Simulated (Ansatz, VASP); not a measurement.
# WC (Qusongite) in two plane-wave programs, part 2 of 2

Aim: how closely do two programs agree when they are given the same cell, functional and k mesh? The cell is taken from a series of runs on this material, whose earlier steps may have relaxed, scaled, displaced or heated it; both programs get it as it stands.

VASP 6.6.1 and Ansatz 0.2.0.

So far: The starting structure; VASP: zone-centre phonons, PBEsol.

### Step 3. Ansatz: zone-centre phonons, PBEsol

Level of this step: Ansatz beside VASP: Kohn-Sham DFT, plane waves, PBEsol (Ansatz).

Ansatz runs on its PAW soft_1 files.

The same cell, functional, mesh and smearing now go to Ansatz, which takes its cutoff from its data sets.

The input, input.yaml:

```yaml
crystal:
  lattice:
    - [2.8832698145, 0.0, 0.0]
    - [-1.4416349072, 2.4969849053, 0.0]
    - [0.0, 0.0, 2.9129394378]
  atoms:
    - { symbol: C, position: [0.6666666677, 0.3333333323, 0.5] }
    - { symbol: W, position: [-1.0e-09, 1.0e-09, 0.0] }
kpoints:
  mp_grid: { grid: [18, 18, 16] }
hamiltonian:
  xc: pbesol
  pseudopotentials: { kind: paw, azcp: { folder: soft_1 }, xc_functional: pbe }
scf:
  occupations: { method: methfessel_paxton, width: 0.2 }
output:
  eigenvalues: true
phonons:
  method: dfpt
```

On the command line:

```bash
$ ansatz run input.yaml --threads 4 --pin off --max-ram 10240MiB --backend cpu --events-out ev --progress --plain --runs-dir out
```

Numbers of over 12 decimals in the logs are rounded to 6 here.

Log:

```text
zone centre: on kpoints.mp_grid the ground state, and the responses unless they are solved on pairs of k-points, stand on 819 of the mesh's 5184 k-points, reduced under 4 symmetry operations, with k and −k counted as one. Each operation leaves every solved displacement unchanged or reverses it
Engine: ansatz 0.2.0, x86_64-unknown-linux-gnu
Pseudopotentials: kind: paw
Pseudopotential: C, paw, valence charge 4, recommended cutoff 420 eV (normal), soft_1/C.paw.azcp
Pseudopotential: W, paw, valence charge 14, recommended cutoff 420 eV (normal), soft_1/W.paw.azcp
Functional definition: PBEsol
  exchange = pbesol_x
  correlation = pbesol_c
Crystal: 2 atoms, lattice volume = 20.972 Å³
Basis set: ecut = 420 eV, 405 PW (Γ), exchange–correlation on 40×40×40 points (8 copies of the dense FFT grid, shifted against one another)
Bands: 13, of which v1, the nominal top of the filled ones, is band 9 counted from 1 (8 counted from 0)
Symmetry: 12 space group operations
k-points: 819 of 5184 (irreducible under 4 space group operations, time reversal used)
Non-local potential: C, projectors of the file, l = 0: 2, l = 1: 2, l = 2: 1
Non-local potential: W, projectors of the file, l = 0: 3, l = 1: 2, l = 2: 2, l = 3: 1
PAW form: soft (Blöchl's): semilocal exchange-correlation on the pseudo side does not see the compensation charge
PAW frozen core: C, regenerated for the run's functional, and the local potential with it (the file was generated under x = pbe(κ = 0.804, μ = 0.219515), c = pbe(β = 0.066725))
PAW frozen core: W, regenerated for the run's functional, and the local potential with it (the file was generated under x = pbe(κ = 0.804, μ = 0.219515), c = pbe(β = 0.066725))
PAW one-centre angular grid: C, 110 points (default); XC on 64 Gauss nodes
PAW one-centre angular grid: W, 590 points (default); XC on 64 Gauss nodes
Initial density: superposition of atomic densities (chi_scale 0.1, normalization cell, long waves kept (reshape's long-wave potential 0.00 eV rms))
Initial wavefunctions: pseudopotential atomic-orbital guess
Functional: x = pbesol(κ = 0.804, μ = 0.123457), c = pbesol(β = 0.046)
SCF iter   1: F=—  HF=-10505.844961 eV  |F-HF|=—  |Δ(HF+E_count)|=         —  Δρ=1.26e-1  dr2=4.60e0  ethr=3.10e-3  ⟨swp⟩=5.0  Hψ=53607  notcnv=0
preconditioner: auto → none  [metal: Δε(μ)=0.066 eV  Ē_g=10.627 eV  σ=0.200 eV  W_gap=0.27  n_scr=8 (ndim 8)  ℏωp=25.6 eV  f_vac=0.000  D(μ)=0.13/eV (n_scr^D=0)  sad-step TF]
SCF iter   2: F=—  HF=-10505.295020 eV  |F-HF|=—  |Δ(HF+E_count)|=   5.50e-1  S|Δr|=    0.00e0  Δρ=9.01e-2  dr2=2.40e0  ethr=3.10e-3  ⟨swp⟩=2.0  Hψ=20396  notcnv=0
SCF iter   3: F=—  HF=-10504.698422 eV  |F-HF|=—  |Δ(HF+E_count)|=   5.97e-1  S|Δr|=    0.00e0  Δρ=8.96e-3  dr2=1.93e-2  ethr=3.10e-3  ⟨swp⟩=2.1  Hψ=18180  notcnv=0
SCF iter   4: F=—  HF=-10504.696077 eV  |F-HF|=—  |Δ(HF+E_count)|=   2.35e-3  S|Δr|=    0.00e0  Δρ=1.03e-3  dr2=1.07e-4  ethr=1.07e-4  ⟨swp⟩=1.0  Hψ=17119  notcnv=0
SCF iter   5: F=—  HF=-10504.696149 eV  |F-HF|=—  |Δ(HF+E_count)|=   7.24e-5  S|Δr|=    0.00e0  Δρ=1.83e-4  dr2=3.76e-6  ethr=5.94e-7  ⟨swp⟩=2.3  Hψ=16493  notcnv=0
SCF iter   6: F=—  HF=-10504.696148 eV  |F-HF|=—  |Δ(HF+E_count)|=   1.68e-6  S|Δr|=    0.00e0  Δρ=3.05e-5  dr2=1.21e-7  ethr=2.09e-8  ⟨swp⟩=2.5  Hψ=16388  notcnv=0
SCF iter   7: F=—  HF=-10504.696149 eV  |F-HF|=—  |Δ(HF+E_count)|=   1.23e-6  S|Δr|=    0.00e0  Δρ=4.98e-6  dr2=2.21e-9  ethr=6.72e-10  ⟨swp⟩=2.2  Hψ=15642  notcnv=0
SCF iter   8: F=—  HF=-10504.696149 eV  |F-HF|=—  |Δ(HF+E_count)|=  1.76e-10  S|Δr|=    0.00e0  Δρ=7.10e-7  dr2=5.25e-11  ethr=1.23e-11  ⟨swp⟩=2.6  Hψ=17126  notcnv=0
SCF iter   9: F=-10504.696149 eV  HF=-10504.696149 eV  |F-HF|=0.00e0  |Δ(HF+E_count)|=  1.27e-11  S|Δr|=    0.00e0  Δρ=7.09e-8  dr2=1.31e-12  ethr=1.00e-12  ⟨swp⟩=5.0  Hψ=40295  notcnv=0
SCF 1 converged in 9 iterations: F = -10504.696149 eV  dr2 = 1.31e-12
  greatest PAW one-centre occupation: 0.999 electrons in one spin orbital (limit 2), on the W atom at site 1 (counted from 0), in its partial waves of l = 0
DFPT response loops at Γ: preconditioner auto → Kerker (q_TF=auto, 2.660 Å⁻¹) (partly filled bands, converged f_vac=0.000); β = 1.00, the filter's whole step (`scf.mixing.beta` (0.50) is not read by the response loops under this deck's `scf.mixing.preconditioner`; to damp them name `kerker` or `kerker_dos`, under which they read `scf.mixing.beta`, and type it under 1.00, their step now; both keys bind the ground state too); Broyden in place of MSR1
SCF converged after 9 iterations
Stability not checked: this state was not tested for a lower state beside it, because cold or Methfessel-Paxton smearing, or corrected tetrahedra, fill the levels in a way that the test cannot read (fill_not_monotonic; see scf.lower_state_search)
Free energy (F): -10504.696149 eV
Harris-Foulkes:  -10504.696149 eV  (|F-HF|=0.00e0)
Internal energy: -10504.696796 eV  (E = F + TS)
E sigma→0 (E₀):  -10504.696311 eV
Entropy (-TS):   0.000647 eV (0.323 meV/atom)
Fermi energy:    20.008243 eV
--- Per-component energies (eV) ---
  E_band       = -67.238730
  E_kinetic    = 507.670788
  E_local      = -609.921068  (includes V_loc(G=0)·N_el)
  E_nonlocal   = -0.210272
  E_hartree    = 248.280121
  E_xc         = -313.345759
  E_vxc        = -289.901000  (∫ρ·V_xc dr)
  E_paw        = -8546.743457  (= ΣΔE_a)
  E_vpaw       = -171.437621  (= ΣTr[D̂ρ^β])
  E_aug_tail   = 0.000170  (compensation charges beyond the density's cutoff)
  E_ewald      = -1790.670278
  E_core_change = 0.242958  (= ΣΔE_core)
  E_smearing   = 0.000647  (= −TS)
  E_closure    = 0.000000  (closes the sum)
  Σ components = -10504.696149   (vs F -10504.696149, Δ=0.00e0)
--- Band table (eV; the first three rows and the last of 819) ---
  k-point 0: bands = [... 5 lower, 15.7078, 16.9928, 16.9928, 19.8238, 23.1669, 23.1669, 25.4873, 25.4873]
  k-point 1: bands = [... 5 lower, 15.6389, 17.0335, 17.0335, 19.8295, 22.8598, 22.8598, 25.6748, 25.6748]
  k-point 2: bands = [... 5 lower, 15.3989, 17.1529, 17.1529, 19.9130, 22.1976, 22.1976, 25.9600, 25.9600]
  k-point 818: bands = [... 5 lower, 13.8805, 14.3993, 18.0179, 18.6942, 24.7191, 25.5261, 26.1030, 29.3510]
--- Phonons (Γ-DFPT): 4 representative perturbations + reference, on 819 of 5184 k-points (Σ response iterations 12) ---
  k mesh reduced under 4 symmetry operations, with k and −k counted as one. Each operation leaves every solved displacement unchanged or reverses it
  ASR residual: 4.747e-5 → 0.000e0 eV/Å²; symmetrization residual: 2.056e-6 eV/Å²
  ASR residual per site (eV/Å²): 9.60e-6 4.75e-5
  Γ frequencies (cm⁻¹): 0.00 0.00 0.00 528.18 590.47 590.47
  non-analytic LO–TO correction: not included (Born effective charges unavailable; polar crystals: no LO–TO splitting at Γ)
```

In the SCF lines HF is the Harris–Foulkes energy and dr2 the Hartree energy of the density residual, in eV; the loop may stop once dr2 is under the threshold and the program's other checks hold. Hψ counts applications of the Hamiltonian.

### Step 4. Differences

Known differences besides the potentials themselves: the data sets hold 18 valence electrons in Ansatz (on its PAW soft_1 files) and 10 in VASP; the cutoff is 420 eV in Ansatz and 600 eV in VASP; Ansatz makes its cores anew for this functional, VASP keeps those of its PBE data sets. Total energies have different zeros and are not compared.

The two programs side by side:

| quantity | Ansatz | VASP | difference |
| --- | --- | --- | --- |
| optical mode 1 (cm⁻¹) | 528.2 | 534.9 | -1.26 % |
| optical mode 2 to 3 (cm⁻¹) | 590.5 | 595.8 | -0.89 % |

Modes are paired by rising frequency, not by their patterns, so a pair may set unlike modes beside each other; they are those without the splitting of longitudinal modes.

### Step 5. What came out

```json
{"r.m.s. difference of the optical zone-centre modes, each program's sorted by frequency (zone-centre phonons, PBEsol)": "5.8 cm⁻¹", "difference in optical mode 1 (zone-centre phonons, PBEsol)": "-1.3 %"}
```

The r.m.s. difference of the optical zone-centre modes, each program's sorted by frequency is 5.8 cm⁻¹ (zone-centre phonons, PBEsol). The data sets hold unlike numbers of valence electrons (18 in Ansatz and 10 in VASP), so part of the differences comes from the potentials. Among the rows given in per cent, the largest difference of the zone-centre phonons, PBEsol pair is in optical mode 1, -1.3 %. How closely two codes agree says nothing of how well the functional describes the real material.

[Lines on the potential files, build, host, timing and source positions are cut from VASP's logs without a mark.]

[Logs are printed without paths, hosts, clocks, repeated set-up lines and the standing remarks that a program may print on its own settings, such as how far it seeks lower states.]

[Hosts, paths, dates, database ids (printed as entryN), source tags and the programs' standing remarks are cut or masked in the printed files.]
